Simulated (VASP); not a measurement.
Method: PBEsol GGA, VASP's PBE PAW potentials (set 64) (plane waves; VASP).

VASP input:

File KPOINTS:
```
Regular mesh
0
Gamma
 10 10 10
```

**INCAR**
```
! general
SYSTEM=Ca
PREC  =Accurate
ENCUT =480   ! plane-wave cut-off (eV)
LREAL =.FALSE.   ! projection in real space or not
LASPH =.TRUE.

! electronic loop
EDIFF =1E-7   ! SCF stop (eV)
NELM  =100   ! most electronic steps
ALGO  =Normal   ! blocked Davidson

! smearing
ISMEAR=1   ! Methfessel-Paxton
SIGMA =0.1   ! width (eV)

! functional
GGA   =PS

! ions
ISIF  =2   ! forces and stress, cell fixed

! output
LWAVE =.FALSE.
LCHARG=.FALSE.
```

### POSCAR
```
Ca
1.0
  0.0000000000   2.7012443246   2.7012443246
  2.7285296208  -0.0272852962   2.7285296208
  2.7285296208   2.7285296208  -0.0272852962
Ca
1
Cart
  0.0000000000   0.0000000000   0.0000000000
```

POTCAR, in this order: Ca_sv (PBE.64 set). Program: vasp_std.

### Question
What does the run give for the energy per atom (σ→0), band gap (on the k-mesh)?

### Answer

The energy per atom (σ→0) comes out as -2134 meV/atom and the band gap (on the k-mesh) comes out as none (metal, semimetal or under 0.01 eV).

**OSZICAR**
```
...
DAV:   6    -0.213761460836E+01    0.72456E-02   -0.78465E-03  4058   0.123E+00    0.136E+00
DAV:   7    -0.213387490224E+01    0.37397E-02   -0.13935E-02  3680   0.173E+00    0.916E-02
DAV:   8    -0.213373756060E+01    0.13734E-03   -0.11368E-03  3798   0.338E-01    0.183E-02
DAV:   9    -0.213374252618E+01   -0.49656E-05   -0.84824E-05  4755   0.823E-02    0.423E-03
DAV:  10    -0.213374270814E+01   -0.18196E-06   -0.50046E-06  4406   0.248E-02    0.115E-03
DAV:  11    -0.213374235726E+01    0.35087E-06   -0.23088E-07  4446   0.595E-03    0.720E-04
DAV:  12    -0.213374237230E+01   -0.15039E-07   -0.15583E-08  2230   0.100E-03
   1 F= -.21337424E+01 E0= -.21336383E+01  d E =-.312122E-03
```

The compound is Ca in the fcc structure. This cell was strained or had an atom moved on purpose.
